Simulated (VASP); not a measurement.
Wanted: the native input for a VASP 6.6.1 run.

* Task: band structure
* Functional: RPBE
* Potentials or basis: VASP PAW PBE potentials, release 64 (Ni, Mo_sv, Pd, Ir, W_sv)
* Cutoff: 520 eV
* k mesh: 11 × 11 × 3
* Occupations: fermi-dirac, width 0.05 eV
* Spin: collinear spin, ferromagnetic start
* Starting moments: [1.0, 1.0, 0.0, 0.6, 0.0] μB
* Further INCAR settings: ALGO = Fast; EDIFF = 1e-06

The system is NiMoIrPdW.

```xyz
5
Lattice="2.7775 0.0000 0.0000 -1.3887 2.4054 0.0000 0.0000 0.0000 11.4066" Properties=species:S:1:pos:R:3 pbc="T T T"
Ni   -1.3887    2.4054    8.0848
Mo    1.3888    0.8018    3.3684
Pd    1.3887    0.8018   10.2591
Ir   -1.3887    2.4054    1.2089
W     1.3888    0.8018    6.0253
```

The cell was built by a generator and needn't be a form met in nature.

The input as run:

POSCAR

```
NiMoIrPdW                               
1.0
    2.7774856771     -0.0000041658     -0.0000007905
   -1.3887464463      2.4053653560      0.0000007905
   -0.0000032704      0.0000018881     11.4066465425
  Ni              Mo              Pd              Ir              W             
     1     1     1     1     1
Direct
     0.0000008308663136    0.9999991691337129    0.7087798957219440
     0.6666692450992509    0.3333307549007045    0.2952986759518568
     0.6666692839977195    0.3333307160022574    0.8993942981173865
     0.0000013354401735    0.9999986645598854    0.1059782150581759
     0.6666693045965528    0.3333306954034295    0.5282289151506314
```

INCAR.step1

```
ALGO = Fast
EDIFF = 1E-6
ENCUT = 520
GGA = RP
ISIF = 2
ISMEAR = -1
ISPIN = 2
KPAR = 4
LASPH = True
LCHARG = True
LMAXMIX = 4
LORBIT = 11
LREAL = False
LWAVE = False
MAGMOM = 1 1 0 0.6 0
NELM = 100
PREC = Accurate
SIGMA = 0.05
```

KPOINTS.step1

```
k-points
0
Gamma
  11 11 3
```

INCAR.step2

```
ALGO = Fast
EDIFF = 1E-6
ENCUT = 520
GGA = RP
ICHARG = 11
ISIF = 2
ISMEAR = 0
ISPIN = 2
KPAR = 4
LASPH = True
LCHARG = False
LMAXMIX = 4
LORBIT = 11
LREAL = False
LWAVE = False
MAGMOM = 1 1 0 0.6 0
NELM = 100
PREC = Accurate
SIGMA = 0.05
```

KPOINTS.step2

```
path GMKGALHA,LM,KH
20
line-mode
reciprocal
 0.0000000000  0.0000000000  0.0000000000  G
 0.5000000000  0.0000000000  0.0000000000  M

 0.5000000000  0.0000000000  0.0000000000  M
 0.3333333333  0.3333333333  0.0000000000  K

 0.3333333333  0.3333333333  0.0000000000  K
 0.0000000000  0.0000000000  0.0000000000  G

 0.0000000000  0.0000000000  0.0000000000  G
 0.0000000000  0.0000000000  0.5000000000  A

 0.0000000000  0.0000000000  0.5000000000  A
 0.5000000000  0.0000000000  0.5000000000  L

 0.5000000000  0.0000000000  0.5000000000  L
 0.3333333333  0.3333333333  0.5000000000  H

 0.3333333333  0.3333333333  0.5000000000  H
 0.0000000000  0.0000000000  0.5000000000  A

 0.5000000000  0.0000000000  0.5000000000  L
 0.5000000000  0.0000000000  0.0000000000  M

 0.3333333333  0.3333333333  0.0000000000  K
 0.3333333333  0.3333333333  0.5000000000  H
```

Potentials or basis: VASP PAW PBE potentials, release 64 (Ni, Mo_sv, Pd, Ir, W_sv).

Launch:

```sh
$ cat potpaw_PBE.64/Ni/POTCAR potpaw_PBE.64/Mo_sv/POTCAR potpaw_PBE.64/Pd/POTCAR potpaw_PBE.64/Ir/POTCAR potpaw_PBE.64/W_sv/POTCAR > POTCAR
$ cp INCAR.step1 INCAR
$ cp KPOINTS.step1 KPOINTS
$ mpirun -np 4 vasp_std > vasp.out
$ cp INCAR.step2 INCAR
$ cp KPOINTS.step2 KPOINTS
$ mpirun -np 4 vasp_std > vasp.out
```

Results of the run:

```json
{
 "Band gap along the path": "none (metal or under the smearing width)",
 "Net moment": "0.00 μB per cell"
}
```

Caveat: the log is that of the step along the path at fixed density, whose energy, stress, charges and moments have no meaning; spin-orbit coupling is left out, which moves the levels of the heavy elements.

Wall time 5.5 min on 4 MPI ranks on Intel(R) Xeon(R) Platinum 8488C (Sapphire Rapids), with other jobs on the host, peak memory 0.9 GiB a rank.
